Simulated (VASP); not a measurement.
# CO on Pt(100): which site?, part 3 of 7

Where does CO sit on Pt(100), and how strongly does it bind?

VASP 6.6.1, plane waves and PAW; the level of theory is named at each step.

So far. Step 3 (The bulk reference, job self-consistent run, k-mesh …): The run ends at a pressure of 0.10 GPa. Step 4 (Surface relaxation): The run ended after 7 ionic steps, 0.123 eV below its first step, once the forces on the free atoms met EDIFFG = -0.03.

**5. Vacuum level and density of states**

Level of this step: PBEsol; plane waves and PAW (Pt) (VASP).

A static run writes the electrostatic potential without exchange and correlation (LVHAR), which is flat in the vacuum and gives the level to count from. The dipole correction cancels the field that unlike faces would set up across the vacuum.

Input file INCAR:

```
SYSTEM = Pt
PREC = Normal
ENCUT = 440
EDIFF = 1E-06
NELM = 120
ISMEAR = 1
SIGMA = 0.15
LREAL = Auto
ALGO = Fast
GGA = PS
NBANDS = 99
LASPH = .TRUE.
LORBIT = 11
LWAVE = .FALSE.
LCHARG = .FALSE.
KPAR = 2
NCORE = 2
IDIPOL = 3
LDIPOL = .TRUE.
DIPOL = 0.5 0.5 0.498
LVHAR = .TRUE.
LVACPOTAV = .TRUE.
NEDOS = 1500
```

Input file POSCAR:

```
Pt
1.0
    5.5379213700      0.0000000000      0.0000000000
    0.0000000000      5.5379213700      0.0000000000
    0.0000000000      0.0000000000     20.8738526316
Pt
16
Selective dynamics
Direct
    0.2500000000      0.2500000000      0.3593011900  F F F
    0.7500000000      0.2500000000      0.3593011900  F F F
    0.2500000000      0.7500000000      0.3593011900  F F F
    0.7500000000      0.7500000000      0.3593011900  F F F
    0.0000000000      0.0000000000      0.4531004000  F F F
    0.5000000000      0.0000000000      0.4531004000  F F F
    0.0000000000      0.5000000000      0.4531004000  F F F
    0.5000000000      0.5000000000      0.4531004000  F F F
    0.2500000000      0.2500000000      0.5449528553  T T T
    0.7500000000      0.2500000000      0.5449528553  T T T
    0.2500000000      0.7500000000      0.5449528553  T T T
    0.7500000000      0.7500000000      0.5449528553  T T T
    0.0000000000      0.0000000000      0.6351123022  T T T
    0.5000000000      0.0000000000      0.6351123022  T T T
    0.0000000000      0.5000000000      0.6351123022  T T T
    0.5000000000      0.5000000000      0.6351123022  T T T
```

Input file KPOINTS:

```
Automatic mesh
0
Gamma
4 4 1
0 0 0
```

PAW data sets: Pt (PBE family, release 64).

The run is started by

```sh
> mpirun -np 4 vasp_std
```

Output:

```text
[... set-up lines as in an earlier step ...]
 entering main loop
       N       E                     dE             d eps       ncg     rms          rms(c)
DAV:   1     0.101220004430E+04    0.10122E+04   -0.65432E+04  1188   0.122E+03
DAV:   2    -0.377584452097E+02   -0.10500E+04   -0.96475E+03  1424   0.270E+02
DAV:   3    -0.107520937597E+03   -0.69762E+02   -0.63183E+02  1421   0.640E+01
DAV:   4    -0.109994645732E+03   -0.24737E+01   -0.24113E+01  1520   0.117E+01
DAV:   5    -0.110065711058E+03   -0.71065E-01   -0.70855E-01  1485   0.194E+00    0.468E+01
RMM:   6    -0.108452133565E+03    0.16136E+01   -0.19073E+01  1246   0.141E+01    0.384E+01
RMM:   7    -0.174736127263E+03   -0.66284E+02   -0.79663E+01  1542   0.170E+01    0.615E+01
RMM:   8    -0.130485785612E+03    0.44250E+02   -0.35704E+01  1389   0.130E+01    0.394E+01
RMM:   9    -0.118283618404E+03    0.12202E+02   -0.16981E+01  1314   0.108E+01    0.267E+01
RMM:  10    -0.102910140297E+03    0.15373E+02   -0.10805E+01  1316   0.749E+00    0.527E+00
RMM:  11    -0.103006362168E+03   -0.96222E-01   -0.16712E+00  1319   0.265E+00    0.695E+00
RMM:  12    -0.103195888044E+03   -0.18953E+00   -0.33320E-01  1250   0.155E+00    0.578E+00
RMM:  13    -0.103240186627E+03   -0.44299E-01   -0.56568E-02  1369   0.483E-01    0.607E+00
RMM:  14    -0.103053350868E+03    0.18684E+00   -0.43697E-02  1303   0.490E-01    0.477E+00
RMM:  15    -0.102783622114E+03    0.26973E+00   -0.13645E-01  1506   0.862E-01    0.176E+00
RMM:  16    -0.102773651512E+03    0.99706E-02   -0.75722E-03  1401   0.180E-01    0.141E+00
RMM:  17    -0.102768608039E+03    0.50435E-02   -0.30858E-03  1282   0.148E-01    0.116E+00
RMM:  18    -0.102759133900E+03    0.94741E-02   -0.72552E-03  1455   0.198E-01    0.674E-01
RMM:  19    -0.102755572106E+03    0.35618E-02   -0.18515E-03  1290   0.105E-01    0.360E-01
RMM:  20    -0.102755068927E+03    0.50318E-03   -0.59293E-04  1332   0.542E-02    0.240E-01
RMM:  21    -0.102754689639E+03    0.37929E-03   -0.10093E-03  1443   0.703E-02    0.101E-01
RMM:  22    -0.102754618480E+03    0.71160E-04   -0.10011E-04  1271   0.292E-02    0.117E-02
RMM:  23    -0.102754637386E+03   -0.18907E-04   -0.26080E-05  1391   0.111E-02    0.956E-03
RMM:  24    -0.102754667106E+03   -0.29720E-04   -0.85629E-06  1069   0.600E-03    0.167E-02
RMM:  25    -0.102754698645E+03   -0.31539E-04   -0.43510E-06   917   0.505E-03    0.103E-02
RMM:  26    -0.102754721886E+03   -0.23241E-04   -0.15348E-06   790   0.287E-03    0.104E-02
RMM:  27    -0.102754742411E+03   -0.20525E-04   -0.18593E-06   801   0.257E-03    0.101E-02
RMM:  28    -0.102754755730E+03   -0.13320E-04   -0.11021E-06   775   0.230E-03    0.252E-03
RMM:  29    -0.102754759595E+03   -0.38653E-05   -0.17598E-07   511   0.106E-03    0.253E-03
RMM:  30    -0.102754763577E+03   -0.39820E-05   -0.16769E-07   515   0.990E-04    0.279E-03
RMM:  31    -0.102754765133E+03   -0.15559E-05   -0.74464E-08   375   0.780E-04    0.147E-03
RMM:  32    -0.102754765802E+03   -0.66887E-06   -0.27877E-08   221   0.605E-04
 -----------------------------------------------------------------------------
|                                                                             |
|           W    W    AA    RRRRR   N    N  II  N    N   GGGG   !!!           |
|           W    W   A  A   R    R  NN   N  II  NN   N  G    G  !!!           |
|           W    W  A    A  R    R  N N  N  II  N N  N  G       !!!           |
|           W WW W  AAAAAA  RRRRR   N  N N  II  N  N N  G  GGG   !            |
|           WW  WW  A    A  R   R   N   NN  II  N   NN  G    G                |
|           W    W  A    A  R    R  N    N  II  N    N   GGGG   !!!           |
|                                                                             |
|     Did not find any points to average over, which means that no vacuum     |
|     field-free region was found. Please increase the size of  your cell     |
|     in the dimension of the dipole correction to obtain accurate            |
|     workfunction values.                                                    |
|                                                                             |
 -----------------------------------------------------------------------------

   1 F= -.10275477E+03 E0= -.10276222E+03  d E =0.223531E-01
```

Run time: 50 s. Hardware: 4 MPI ranks of Intel Xeon 6975P-C (Granite Rapids), shared host; peak memory 1 GiB; 3.2 min of CPU time.

Parts of OUTCAR (step 5):

```text
   NELECT =     160.0000    total number of electrons

 dipolmoment           0.000000      0.000000     -0.002588 electrons x Angstroem

 E-fermi :   0.6219

 k-point     1 :       0.0000    0.0000    0.0000
  band No.  band energies     occupation
    ...
     72       0.5145      1.93076
     73       0.5870      1.38248
     74       0.5870      1.38248
     75       0.5993      1.25217
     76       0.5993      1.25217
     77       0.7557     -0.01990
     78       0.8735     -0.03909
     79       0.8735     -0.03909
     80       0.8757     -0.03782
     81       1.0309     -0.00079
    ...

  Total      -11.2464503    -11.2464503     -4.1479288      0.0000000     -0.0000000      0.0000000
  in kB      -28.1468545    -28.1468545    -10.3811553      0.0000000     -0.0000000      0.0000000
  external PRESSURE =     -22.2249548 kB  Pullay stress =       0.0000000 kB

 POSITION                                       TOTAL-FORCE (eV/Angst)
 -----------------------------------------------------------------------------------
      1.38448      1.38448      7.50000         0.000000     -0.000000      0.528229
      4.15344      1.38448      7.50000         0.000000     -0.000000      0.528229
      1.38448      4.15344      7.50000         0.000000      0.000000      0.528229
      4.15344      4.15344      7.50000         0.000000      0.000000      0.528229
      0.00000      0.00000      9.45795        -0.000000     -0.000000     -0.529948
      2.76896      0.00000      9.45795         0.000000     -0.000000     -0.529948
      0.00000      2.76896      9.45795        -0.000000     -0.000000     -0.529948
      2.76896      2.76896      9.45795        -0.000000     -0.000000     -0.529948
      1.38448      1.38448     11.37527        -0.000000      0.000000     -0.006223
      4.15344      1.38448     11.37527        -0.000000     -0.000000     -0.006223
      1.38448      4.15344     11.37527        -0.000000     -0.000000     -0.006223
      4.15344      4.15344     11.37527        -0.000000      0.000000     -0.006223
      0.00000      0.00000     13.25724         0.000000     -0.000000      0.007942
      2.76896      0.00000     13.25724         0.000000     -0.000000      0.007942
      0.00000      2.76896     13.25724        -0.000000     -0.000000      0.007942
      2.76896      2.76896     13.25724        -0.000000     -0.000000      0.007942
 -----------------------------------------------------------------------------------
    total drift:                                0.000000      0.000000     -0.057599

  FREE ENERGIE OF THE ION-ELECTRON SYSTEM (eV)
  ---------------------------------------------------
  free  energy   TOTEN  =      -102.7547658023 eV

  energy  without entropy=     -102.7771188883  energy(sigma->0) =     -102.76221683

 vacuum level on the upper side and lower side of the slab         6.284         6.300

[... 7 parts as in an earlier step ...]

[... 10 further parts left out ...]
```

This step gave:

```
electronic cycles                          : 32
Fermi energy                               : 0.6219 eV
dipole moment                              : 0, 0, -0.002588 e·Å
vacuum levels                              : 6.284, 6.3 eV
work functions of the upper and lower face : 5.662, 5.678 eV
```

The planar average of the electrostatic potential oscillates, so the rows of the table below give means over windows of 1 Å about each position, cut where the curve ends. Its maxima inside the range that stand out by 2 % of the span (Å: eV): 8.5: -2.57, 10.4: -3.57, 12.4: -3.98. Its minima: 7.5: -17.7, 9.5: -18.2, 11.4: -18.3, 13.2: -17.9.

Zero at the Fermi level. Table of planar average of the electrostatic potential by height; means over each step:

```
height (Å)  planar average of the electrostatic potential (eV)
         0                                                5.68
         1                                                5.68
         2                                                5.68
         3                                                5.68
         4                                                5.67
         5                                                5.61
         6                                                4.38
         7                                               -9.48
         8                                               -10.6
         9                                               -11.6
        10                                               -10.6
        11                                               -13.1
        12                                               -9.70
        13                                               -14.1
        14                                               -4.75
        15                                                5.00
        16                                                5.63
        17                                                5.66
        18                                                5.66
        19                                                5.66
        20                                                5.66
```

Density of states in the PAW spheres, an atom over height of the layer and energy from the Fermi level.

Ten even steps from '0' (0.06 states/eV) to '9' (2.65 states/eV), each cell a mean:
```
3333
5665
6665
8337
6336
6436
5435
9549
3114
6446
5895
3553
4543
3443
2443
2442
2453
1462
0341
0220
0000
0000
```
Columns: height of the layer (Å) from 7.5 to 13.3; rows upwards: energy from the Fermi level (eV) from -7.9 to 0.5.

Force by atom:

```
atom  x (eV/Å)  y (eV/Å)  z (eV/Å)   size
 Pt1     0.000     0.000     0.528  0.528
 Pt2     0.000     0.000     0.528  0.528
 Pt3     0.000     0.000     0.528  0.528
 Pt4     0.000     0.000     0.528  0.528
 Pt5     0.000     0.000    -0.530  0.530
 Pt6     0.000     0.000    -0.530  0.530
 Pt7     0.000     0.000    -0.530  0.530
 Pt8     0.000     0.000    -0.530  0.530
 Pt9     0.000     0.000    -0.006  0.006
Pt10     0.000     0.000    -0.006  0.006
Pt11     0.000     0.000    -0.006  0.006
Pt12     0.000     0.000    -0.006  0.006
Pt13     0.000     0.000     0.008  0.008
Pt14     0.000     0.000     0.008  0.008
Pt15     0.000     0.000     0.008  0.008
Pt16     0.000     0.000     0.008  0.008
```

The map of layer states is cut here 0.5 eV above the Fermi level, so it leaves out the states above that.

The vacuum level lies 5.66 eV above the Fermi level at the upper face; both faces agree, as the slab has next to no dipole.

The program found no field-free point at its default tolerance, but its printed level agrees with the flat part of the planar average.

On this mesh the fine structure of the density of states is sampling noise, and high empty states may be cut by the number of bands.

[end of part 3 of 7]

[Lines on the potential files, build, host, timing and source positions are cut from VASP's logs without a mark.]

[Logs are printed without paths, hosts, clocks, repeated set-up lines and the standing remarks that a program may print on its own settings, such as how far it seeks lower states.]

[Hosts, paths, dates, database ids (printed as entryN), source tags and the programs' standing remarks are cut or masked in the printed files.]

[Runs that stopped without an error message from VASP are left out.]
